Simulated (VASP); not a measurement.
# Be3ZnTe4 (P-4m2) in VASP: a series of runs

One crystal, Be3ZnTe4, is run at these levels: PBE; tasks: single point, relaxation of cell and atoms.

Program: VASP 6.6.1. These are calculated values, not measurements. Logs are shortened: lines on timing, memory, paths and dates and some standing lists are left out, and cuts for length are marked.

## Step 1: The crystal as given

Symmetry: P-4m2, No. 115, tetragonal system. The conventional cell has a = 4.090 Å, b = 4.090 Å, c = 11.658 Å, α = 90.00°, β = 90.00°, γ = 90.00°. Be (site symmetry 2mm) is surrounded by 4 Te at 2.47 to 2.48 Å. Around Be (site symmetry -4m2) lie 4 Te at 2.47 Å. Zn (site symmetry -4m2) is surrounded by 4 Te at 2.63 Å. Te (site symmetry 2mm) is surrounded by 2 Be at 2.47 Å and 2 Zn at 2.63 Å. Te (site symmetry 2mm) is surrounded by 4 Be at 2.47 to 2.48 Å.

The cell was built by a generator and needn't be a form met in nature.

## Step 2: Single point, PBE

INCAR

```
PREC     = Normal         # precision mode
ENCUT    = 520            # plane-wave cutoff, eV
EDIFF    = 1E-5           # SCF threshold, eV
ISMEAR   = 0              # smearing method
SIGMA    = 0.05           # smearing width, eV
LREAL    = Auto         
LASPH    = True           # aspherical terms in the spheres
NELM     = 80             # most SCF steps
ALGO     = Fast           # electronic algorithm
ISIF     = 2              # what is computed and relaxed
LWAVE    = False          # write WAVECAR
LCHARG   = False          # write CHGCAR
GGA      = PE             # functional
NBANDS   = 31             # bands
```

KPOINTS

```
regular mesh
0
Gamma
  4 4 2
```

POSCAR

```
Be3ZnTe4
1.0
    4.0903000000      0.0000000000      0.0000000000
    0.0000000000      4.0903000000      0.0000000000
    0.0000000000      0.0000000000     11.6582900000
Be Zn Te
3 1 4
Direct
    0.5000000000      0.5000000000      0.7394750000
    0.5000000000      0.5000000000      0.2605250000
    0.0000000000      0.0000000000      0.5000000000
    0.0000000000      0.0000000000      0.0000000000
    0.0000000000      0.5000000000      0.8576420000
    0.5000000000      0.0000000000      0.1423580000
    0.5000000000      0.0000000000      0.6195630000
    0.0000000000      0.5000000000      0.3804370000
```

Potentials or basis: VASP PAW PBE potentials, release 64 (Be, Zn, Te).

Run with:

```sh
> cat potpaw_PBE.64/Be/POTCAR potpaw_PBE.64/Zn/POTCAR potpaw_PBE.64/Te/POTCAR > POTCAR
> mpirun -np 1 vasp_std > vasp.out
```

OUTCAR:

```text
PREC = Normal
   ENCUT = 520
   EDIFF = 1E-5
   ISMEAR = 0
   LREAL = Auto
   LASPH = True
   NELM = 80
   ISIF = 2
   GGA = PE

 ion  position               nearest neighbor table
   1  0.500  0.500  0.739-   5 2.47   5 2.47   7 2.48   7 2.48
   2  0.500  0.500  0.261-   6 2.47   6 2.47   8 2.48   8 2.48
   3  0.000  0.000  0.500-   7 2.47   8 2.47   8 2.47   7 2.47
   4  0.000  0.000  0.000-   5 2.63   6 2.63   5 2.63   6 2.63
   5  0.000  0.500  0.858-   1 2.47   1 2.47   4 2.63   4 2.63
   6  0.500  0.000  0.142-   2 2.47   2 2.47   4 2.63   4 2.63
   7  0.500  0.000  0.620-   3 2.47   3 2.47   1 2.48   1 2.48
   8  0.000  0.500  0.380-   3 2.47   3 2.47   2 2.48   2 2.48

  LATTYP: Found a simple tetragonal cell.
 ALAT       =     4.0903000000
 C/A-ratio  =     2.8502285896

  Lattice vectors:

 A1 = (   4.0903000000,   0.0000000000,   0.0000000000)
 A2 = (   0.0000000000,   4.0903000000,   0.0000000000)
 A3 = (   0.0000000000,   0.0000000000,  11.6582900000)

Analysis of symmetry for initial positions (statically):
=====================================================================
 Subroutine PRICEL returns:
 Original cell was already a primitive cell.

 Routine SETGRP: Setting up the symmetry group for a
 simple tetragonal supercell.

 Subroutine GETGRP returns: Found  8 space group operations
 (whereof  8 operations were pure point group operations)
 out of a pool of 16 trial point group operations.

The static configuration has the point symmetry D_2d.

Analysis of symmetry for dynamics (positions and initial velocities):
=====================================================================
 Subroutine PRICEL returns:
 Original cell was already a primitive cell.

 Routine SETGRP: Setting up the symmetry group for a
 simple tetragonal supercell.

 Subroutine GETGRP returns: Found  8 space group operations
 (whereof  8 operations were pure point group operations)
 out of a pool of 16 trial point group operations.

The dynamic configuration has the point symmetry D_2d.

 Subroutine INISYM returns: Found  8 space group operations
 (whereof  8 operations are pure point group operations),
 and found     1 'primitive' translations

----------------------------------------------------------------------------------------

                                     Primitive cell

  volume of cell :     195.0497

  direct lattice vectors                    reciprocal lattice vectors
     4.090300000  0.000000000  0.000000000     0.244480845  0.000000000  0.000000000
     0.000000000  4.090300000  0.000000000     0.000000000  0.244480845  0.000000000
     0.000000000  0.000000000 11.658290000     0.000000000  0.000000000  0.085775873

  length of vectors
     4.090300000  4.090300000 11.658290000     0.244480845  0.244480845  0.085775873

  position of ions in fractional coordinates (direct lattice)
     0.500000000  0.500000000  0.739475000
     0.500000000  0.500000000  0.260525000
     0.000000000  0.000000000  0.500000000
     0.000000000  0.000000000  0.000000000
     0.000000000  0.500000000  0.857642000
     0.500000000  0.000000000  0.142358000
     0.500000000  0.000000000  0.619563000
     0.000000000  0.500000000  0.380437000

  ion indices of the primitive-cell ions
   primitive index   ion index
                 1           1
                 2           2
                 3           3
                 4           4
                 5           5
                 6           6
                 7           7
                 8           8

----------------------------------------------------------------------------------------

 KPOINTS: regular mesh

Automatic generation of k-mesh.
 Grid dimensions read from file:
 generate k-points for:    4    4    2

 Generating k-lattice:

  Cartesian coordinates                     Fractional coordinates (reciprocal lattice)
     0.061120211  0.000000000  0.000000000     0.250000000  0.000000000  0.000000000
     0.000000000  0.061120211  0.000000000     0.000000000  0.250000000  0.000000000
     0.000000000  0.000000000  0.042887936     0.000000000  0.000000000  0.500000000

  Length of vectors
     0.061120211  0.061120211  0.042887936

  Shift w.r.t. Gamma in fractional coordinates (k-lattice)
     0.000000000  0.000000000  0.000000000

 Subroutine IBZKPT returns following result:
 ===========================================

 Found     12 irreducible k-points:

 Following reciprocal coordinates:
            Coordinates               Weight
  0.000000  0.000000  0.000000      1.000000
  0.250000  0.000000  0.000000      4.000000
  0.500000  0.000000  0.000000      2.000000
  0.250000  0.250000  0.000000      4.000000
  0.500000  0.250000  0.000000      4.000000
  0.500000  0.500000  0.000000      1.000000
  0.000000  0.000000  0.500000      1.000000
  0.250000  0.000000  0.500000      4.000000
  0.500000  0.000000  0.500000      2.000000
  0.250000  0.250000  0.500000      4.000000
  0.500000  0.250000  0.500000      4.000000
  0.500000  0.500000  0.500000      1.000000
   k-points           NKPTS =     12   k-points in BZ     NKDIM =     12   number of bands    NBANDS=     31
   number of dos      NEDOS =    301   number of ions     NIONS =      8
   total plane-waves  NPLWV =  40320
   dimension x,y,z NGX =    24 NGY =   24 NGZ =   70
   dimension x,y,z NGXF=    48 NGYF=   48 NGZF=  140
   ions per type =               3   1   4
   NGX,Y,Z   is equivalent  to a cutoff of   9.75,  9.75,  9.98 a.u.
   NGXF,Y,Z  is equivalent  to a cutoff of  19.51, 19.51, 19.96 a.u.
 SYSTEM =  unknown system
   PREC   = normal    normal or accurate (medium, high low for compatibility)
   ISTART =      0    job   : 0-new  1-cont  2-samecut
   ICHARG =      2    charge: 1-file 2-atom 10-const
   ISPIN  =      1    spin polarized calculation?
   LNONCOLLINEAR =      F non collinear calculations
   LSORBIT =      F    spin-orbit coupling
   LASPH  =      T    aspherical Exc in radial PAW
   ENCUT  =  520.0 eV  38.22 Ry    6.18 a.u.   7.61  7.61 21.68*2*pi/ulx,y,z
   NELM   =     80;   NELMIN=  2; NELMDL= -5     # of ELM steps
   EDIFF  = 0.1E-04   stopping-criterion for ELM
   LREAL  =      T    real-space projection
   EDIFFG = 0.1E-03   stopping-criterion for IOM
   NSW    =      0    number of steps for IOM
   IBRION =     -1    ionic relax: 0-MD 1-quasi-New 2-CG
   NFREE  =      0    steps in history (QN), initial steepest desc. (CG)
   ISIF   =      2    stress and relaxation
   ISYM   =      2    0-nonsym 1-usesym 2-fastsym
   POTIM  = 0.5000    time-step for ionic-motion
   TEBEG  =    0.0;   TEEND  =   0.0 temperature during run
   PSTRESS=    0.0 pullay stress
   NELECT =      42.0000    total number of electrons
   NUPDOWN=      -1.0000    fix difference up-down
   EMIN   =  10.00;   EMAX   =-10.00  energy-range for DOS
   EFERMI =   0.00;   METHOD = LEGACY
   ISMEAR =     0;   SIGMA  =   0.05  broadening in eV -4-tet -1-fermi 0-gaus
   EFERMI_NEDOS =   21; number of points for ismear=-14 and -15
   IALGO  =     68    algorithm
   IMIX   =      4    mixing-type and parameters
     AMIX     =   0.40;   BMIX     =  1.00
     AMIX_MAG =   1.60;   BMIX_MAG =  1.00
  volume/ion in A,a.u.               =      24.38       164.53
  Fermi-wavevector in a.u.,A,eV,Ry     =   0.981242  1.854279 13.100182  0.962836
  Thomas-Fermi vector in A             =   2.112234
   LORBIT       =      0    0 simple, 1 ext, 2 COOP (PROOUT), +10 PAW based schemes
   GGA     = PE    functional components
   LHFCALC =     F    Hartree Fock is set to
   AEXX    =    0.0000 exact exchange contribution
   IVDW    =     0    specifies the selected vdW correction
   LEPSILON=     F    determine dielectric tensor
   LRPA    =     F    only Hartree local field effects (RPA)
 non-spin polarized calculation
 RMM-DIIS sequential band-by-band and
 Gauss-broadening in eV      SIGMA  =   0.05
  energy-cutoff  :      520.00
  volume of cell :      195.05
 maximum number of plane-waves:      5272
   NGX = 15   NGY = 15   NGZ = 43

 number of electron      42.0000070 magnetization

 Free energy of the ion-electron system (eV)
  ---------------------------------------------------
  ext. energy  EPLUGINS =         0.00000000
  ---------------------------------------------------
  free energy    TOTEN  =       -27.82605964 eV

  energy without entropy =      -27.82605964  energy(sigma->0) =      -27.82605964

 E-fermi :   4.6695     XC(G=0):  -8.9391

 val. band max:        4.3899301806   @ k =   0.0000   0.0000   0.0000
 cond. band min:       6.3414156537   @ k =   0.0000   0.0000   0.5000
 fundamental gap:      1.9514854731
 Fermi energy:         4.6695382526

 k-point     1 :       0.0000    0.0000    0.0000
  band No.  band energies     occupation
      1      -7.6976      2.00000
      2      -7.1088      2.00000
      3      -6.9444      2.00000
      4      -6.0851      2.00000
      5      -2.4856      2.00000
      6      -2.4856      2.00000
[... 23 lines left out ...]
     30       8.6068      0.00000
     31       8.6427      0.00000

 k-point     2 :       0.2500    0.0000    0.0000
  band No.  band energies     occupation
      1      -7.3549      2.00000
      2      -6.8677      2.00000
      3      -6.7321      2.00000
      4      -6.1150      2.00000
      5      -2.4909      2.00000
      6      -2.4782      2.00000
[... 23 lines left out ...]
     30       9.4698      0.00000
     31       9.6894      0.00000

 k-point     3 :       0.5000    0.0000    0.0000
  band No.  band energies     occupation
      1      -6.5937      2.00000
      2      -6.5785      2.00000
      3      -6.5273      2.00000
      4      -6.5254      2.00000
      5      -2.4707      2.00000
      6      -2.4619      2.00000
[... 295 lines left out ...]
     30      10.4079      0.00000
     31      10.4845      0.00000

 k-point    12 :       0.5000    0.5000    0.5000
  band No.  band energies     occupation
      1      -6.1275      2.00000
      2      -6.1275      2.00000
      3      -6.0795      2.00000
      4      -6.0795      2.00000
      5      -2.4500      2.00000
      6      -2.3917      2.00000
[... 23 lines left out ...]
     30      12.2072      0.00000
     31      12.2136      0.00000

------------------------ aborting loop because EDIFF is reached ----------------------------------------

  FORCE on cell =-STRESS in cart. coord.  units (eV):
  Direction    XX          YY          ZZ          XY          YZ          ZX
  --------------------------------------------------------------------------------------
  -------------------------------------------------------------------------------------
  Total        0.3319634      0.3319634     -0.2994392      0.0000000      0.0000000      0.0000000
  in kB        2.7268144      2.7268144     -2.4596543      0.0000000      0.0000000      0.0000000
  external PRESSURE =       0.9979915 kB  Pullay stress =       0.0000000 kB

 VOLUME and BASIS-vectors are now :
 -----------------------------------------------------------------------------
  energy-cutoff  :      520.00
  volume of cell :      195.05
      direct lattice vectors                 reciprocal lattice vectors
     4.090300000  0.000000000  0.000000000     0.244480845  0.000000000  0.000000000
     0.000000000  4.090300000  0.000000000     0.000000000  0.244480845  0.000000000
     0.000000000  0.000000000 11.658290000     0.000000000  0.000000000  0.085775873

 POSITION                                       TOTAL-FORCE (eV/Angst)
 -----------------------------------------------------------------------------------
      2.04515      2.04515      8.62101         0.000000     -0.000000      0.009698
      2.04515      2.04515      3.03728         0.000000     -0.000000     -0.009698
      0.00000      0.00000      5.82914        -0.000000     -0.000000      0.000000
      0.00000      0.00000      0.00000        -0.000000     -0.000000      0.000000
      0.00000      2.04515      9.99864         0.000000      0.000000     -0.020688
      2.04515      0.00000      1.65965         0.000000     -0.000000      0.020688
      2.04515      0.00000      7.22305         0.000000      0.000000     -0.030893
      0.00000      2.04515      4.43524         0.000000     -0.000000      0.030893
 -----------------------------------------------------------------------------------
    total drift:                                0.000000      0.000000     -0.000000

  FREE ENERGIE OF THE ION-ELECTRON SYSTEM (eV)
  ---------------------------------------------------
  free  energy   TOTEN  =       -27.8260596370 eV

  energy  without entropy=      -27.8260596370  energy(sigma->0) =      -27.82605964
```

Wall time 32 s (1 thread of Intel Xeon Platinum 8488C (Sapphire Rapids), shared host); peak memory 0.21 GiB.

Results:

```yaml
Free_energy: -27.8261 eV
Pressure: 0.1 GPa
Largest_force: 0.031 eV/Å
Band_gap_on_the_k_mesh: 1.95 eV, indirect (least direct gap 1.96 eV)
```

Forces in eV/Å, atoms in the order of the input:
```
Be   0.000  0.000  0.010
Be   0.000  0.000 -0.010
Be   0.000  0.000  0.000
Zn   0.000  0.000  0.000
Te   0.000  0.000 -0.021
Te   0.000  0.000  0.021
Te   0.000  0.000 -0.031
Te   0.000  0.000  0.031
```

Stress tensor (GPa, compression positive):
```
 0.27  0.00  0.00
 0.00  0.27  0.00
 0.00  0.00 -0.25
```

Levels at points of the mesh, in eV from the valence-band top:
```
           k point  band 18  band 19  band 20  band 21  band 22  band 23  band 24  band 25
(0.00, 0.00, 0.00)    -1.35    -0.14     0.00     0.00     1.96     2.37     2.48     2.79
(0.50, 0.00, 0.00)    -1.31    -1.12    -1.09    -0.52     2.26     2.71     3.43     3.58
(0.50, 0.50, 0.00)    -2.61    -2.47    -2.47    -2.39     2.01     2.07     2.07     2.83
(0.00, 0.00, 0.50)    -0.81    -0.81    -0.38    -0.38     1.95     2.24     2.91     3.01
(0.50, 0.00, 0.50)    -1.37    -1.36    -1.32    -0.52     2.90     3.24     3.28     3.35
(0.50, 0.50, 0.50)    -2.83    -2.82    -2.65    -2.65     2.62     2.95     2.95     3.08
```

Caveat: spin-orbit coupling is left out, which moves the levels of the heavy elements.

## Step 3: Single point, PBE

This run uses another cell than the first one, of 24.33 Å³/atom, 0.998 times its volume.

INCAR is that of step 2.

KPOINTS

```
regular mesh
0
Gamma
  4 4 4
```

POSCAR

```
Be3ZnTe4
1.0
   -2.9004200000      2.9004200000      5.7844800000
    2.9004200000     -2.9004200000      5.7844800000
    2.9004200000      2.9004200000     -5.7844800000
Be Zn Te
3 1 4
Direct
    0.5000000000      0.5000000000      0.0000000000
    0.7500000000      0.2500000000      0.5000000000
    0.2500000000      0.7500000000      0.5000000000
    0.0000000000      0.0000000000      0.0000000000
    0.1336510000      0.1336510000      0.5282340000
    0.6054180000      0.6054180000      0.4717660000
    0.8663490000      0.3945820000      0.0000000000
    0.3945820000      0.8663490000      0.0000000000
```

Potentials or basis: VASP PAW PBE potentials, release 64 (Be, Zn, Te).

Run with:

```sh
> cat potpaw_PBE.64/Be/POTCAR potpaw_PBE.64/Zn/POTCAR potpaw_PBE.64/Te/POTCAR > POTCAR
> mpirun -np 1 vasp_std > vasp.out
```

Wall time 56 s (1 thread of Intel Xeon Platinum 8488C (Sapphire Rapids), shared host); peak memory 0.26 GiB.

Results (log left out):

* Free energy: -27.9643 eV
* Pressure: 0.0 GPa
* Largest force: 0.021 eV/Å
* Band gap on the k mesh: 2.01 eV, indirect (least direct gap 2.09 eV)

Forces in eV/Å, atoms in the order of the input:
```
Be   0.000  0.000  0.000
Be   0.000  0.000  0.000
Be   0.000  0.000  0.000
Zn   0.000  0.000  0.000
Te   0.013  0.013  0.010
Te  -0.013 -0.013  0.010
Te   0.013 -0.013 -0.010
Te  -0.013  0.013 -0.010
```

Stress tensor (GPa, compression positive):
```
-0.02  0.00  0.00
 0.00 -0.02  0.00
 0.00  0.00 -0.10
```

Levels at points of the mesh, in eV from the valence-band top:
```tsv
k point	band 19	band 20	band 21	band 22	band 23	band 24
(0.00, 0.00, 0.00)	-0.07	0.00	0.00	2.09	2.33	2.94
(0.50, 0.00, 0.00)	-1.63	-1.11	-1.08	3.53	3.70	3.73
(0.50, 0.50, 0.00)	-1.04	-0.79	-0.79	2.29	2.76	3.46
(0.50, 0.50, 0.50)	-1.80	-1.23	-1.23	2.01	2.16	2.16
```

Caveat: spin-orbit coupling is left out, which moves the levels of the heavy elements.

(Continued in part 2 of 2.)
